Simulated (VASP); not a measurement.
Input:

```yaml
crystal:
  lattice:
    - [4.51388, 0.00000, 0.00000]
    - [-2.25694, 3.90913, 0.00000]
    - [0.00000, 0.00000, 6.94275]
  atoms:
    - { symbol: Co, position: [0.50000, 0.00000, 0.00000] }
    - { symbol: Co, position: [0.50000, 0.50000, 0.33333] }
    - { symbol: Co, position: [0.00000, 0.50000, 0.66667] }
    - { symbol: Ge, position: [0.17054, 0.34107, 0.00000] }
    - { symbol: Ge, position: [0.82946, 0.17054, 0.33333] }
    - { symbol: Ge, position: [0.65893, 0.82946, 0.66667] }
    - { symbol: Ge, position: [0.82946, 0.65893, 0.00000] }
    - { symbol: Ge, position: [0.17054, 0.82946, 0.33333] }
    - { symbol: Ge, position: [0.34107, 0.17054, 0.66667] }
```

Calculation: PBEsol GGA, VASP's PBE PAW potentials (set 64) (plane waves; VASP). Settings: 400 eV cut-off, 9×9×5 Γ-centred mesh, tetrahedra with Blöchl corrections, potentials Co Ge_d.

### Question
Predict the energy per atom (σ→0), band gap (on the k-mesh) with the smallest direct gap where there is one.

### Answer

```yaml
band gap (on the k-mesh): none (metal, semimetal or under 0.01 eV)
energy per atom (σ→0): -5.731 eV/atom
```

The absolute energy has meaning only against runs of the same code, potentials and settings.

The structure was generated: CoGe2 was put into the CrSi2 type (P6_222), which need not be its known phase. It was relaxed first. The run is not spin-polarised, so no magnetic state was tried. The electron count is odd and the run is not spin-polarised, which forces a metal.
